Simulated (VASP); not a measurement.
Input:

```
CELL_PARAMETERS angstrom
      0.00000     2.70500     2.70500
      2.70500     0.00000     2.70500
      2.70500     2.70500     0.00000
ATOMIC_POSITIONS crystal
  Zn 0.00000 0.00000 0.00000
  S  0.25000 0.25000 0.25000
```

Computed with PBE GGA, VASP's PBE PAW potentials (set 64) (plane waves; VASP). Settings: 400 eV cut-off, 14×14×14 Γ-centred mesh, Gaussian smearing of 0.050 eV, potentials Zn S.

### Question
Give the stress tensor in GPa (positive for a compressed cell).

### Answer

```
1.26  0.00  0.00
0.00  1.26  0.00
0.00  0.00  1.26
```
The pressure is its mean diagonal, 1.26 GPa.

The compound is ZnS in the zinc blende structure. The cell was not relaxed at this level. The run is one of a series of settings (KPOINTS 14×14×14 Γ-centred mesh against the base run), some of them coarse on purpose.
